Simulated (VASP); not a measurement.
Computed with AM05 GGA, VASP's PBE PAW potentials (set 64) (plane waves; VASP).

Input for VASP

POSCAR:
```
BN
1
    1.2706542333    -2.2008379090     0.0000000000
    1.2706542333     2.2008379090     0.0000000000
    0.0000000000     0.0000000000     4.2023896342
B N
2 2
Direct
  0.6666670000   0.3333330000   0.5002391551
  0.3333330000   0.6666670000   0.0002391551
  0.6666670000   0.3333330000   0.8747608449
  0.3333330000   0.6666670000   0.3747608449
```

INCAR:
```
SYSTEM = BN
PREC = Accurate
ENCUT = 520
EDIFF = 1E-7
NELM = 100
ALGO = Normal
LREAL = .FALSE.
LASPH = .TRUE.
ISMEAR = -5
GGA = AM
LWAVE = .FALSE.
LCHARG = .TRUE.
LORBIT = 11
NEDOS = 601
ISIF = 2
LEFG = .TRUE.
```

File KPOINTS:
```
Automatic mesh
0
Gamma
11 11 6
0 0 0
```

POTCAR, in this order: B N (PBE.64 set). Program: vasp_std.

What will the output report for the number of irreducible k-points (NKPTS), largest plane-wave count, number of space-group operations, FFT grid (NGX, NGY, NGZ)?

```
Quantity                                       Value
--------------------------------------  ------------
number of irreducible k-points (NKPTS)            64
largest plane-wave count                         652
number of space-group operations                  12
FFT grid (NGX, NGY, NGZ)                20 × 20 × 32
```

The compound is BN in the wurtzite structure, a metastable high-pressure form. It was relaxed first.
